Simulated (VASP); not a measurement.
YAl7, 16 atoms in the cell. The cell holds a amorphous, 16 atoms: a = 6.761 Å, b = 6.711 Å, c = 6.410 Å, α = 92.46°, β = 90.08°, γ = 91.67°. The cell was built by a generator and needn't be a form met in nature.

```yaml
Program: VASP 6.6.1
Task: single point
Functional: PBE
Potentials_or_basis: VASP PAW PBE potentials, release 64 (Al, Y_sv)
Cutoff: 520 eV
k_mesh: 1 × 1 × 1, shifted
Occupations: fermi-dirac, width 0.0517 eV
Spin: no spin polarisation
Dipole_correction: no
Further_INCAR_settings: LREAL = Auto; ALGO = Normal; EDIFF = 1e-06; NBANDS = 46; ISYM = 0
```

Potentials or basis: VASP PAW PBE potentials, release 64 (Al, Y_sv).

Run with:

```bash
$ cat potpaw_PBE.64/Al/POTCAR potpaw_PBE.64/Y_sv/POTCAR > POTCAR
$ mpirun -np 1 vasp_std > vasp.out
```

Hardware: 1 thread of Intel(R) Xeon(R) 6975P-C (Granite Rapids) (shared host).

Estimate the wall time of this run.

It took 32 s on 1 thread of Intel(R) Xeon(R) 6975P-C (Granite Rapids), on a shared host, peak memory 0.32 GiB. Counts: scf iterations 13, k points 1.
